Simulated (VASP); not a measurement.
Computed with vdW-DF2, VASP's PBE PAW potentials (set 64) (plane waves; VASP).

The input files of a VASP run:

KPOINTS:
```
Automatic mesh
0
Gamma
14 14 14
0 0 0
```

File POSCAR:
```
Nb
1.0
 -1.6500000000   1.6500000000   1.6500000000
  1.6500000000  -1.6500000000   1.6500000000
  1.6500000000   1.6500000000  -1.6500000000
Nb
1
direct
  0.0000000000   0.0000000000   0.0000000000
```

### INCAR
```
SYSTEM = Nb
PREC = Accurate; ENCUT = 520; LREAL = .FALSE.
LASPH = .TRUE.
EDIFF = 1E-6; NELM = 100; ALGO = Normal
LMAXMIX = 4
ISMEAR = 1; SIGMA = 0.1
GGA = ML; LUSE_VDW = .TRUE.; AGGAC = 0.0
ZAB_VDW = -1.8867
IBRION = 2; NSW = 60; ISIF = 3
EDIFFG = -0.01
LWAVE = .FALSE.; LCHARG = .FALSE.
```

POTCAR, in this order: Nb_sv (PBE.64 set). Program: vasp_std.

### Question
What will the output report for the number of irreducible k-points (NKPTS), largest plane-wave count, number of space-group operations, FFT grid (NGX, NGY, NGZ)?

### Answer

```json
{
 "number of irreducible k-points (NKPTS)": "104",
 "largest_plane_wave_count": "496",
 "number_of_space_group_operations": "48",
 "FFT grid (NGX, NGY, NGZ)": "24 × 24 × 24"
}
```

The compound is Nb in the bcc structure. This run relaxes it. Symmetry was kept, so distortions that lower it aren't found.
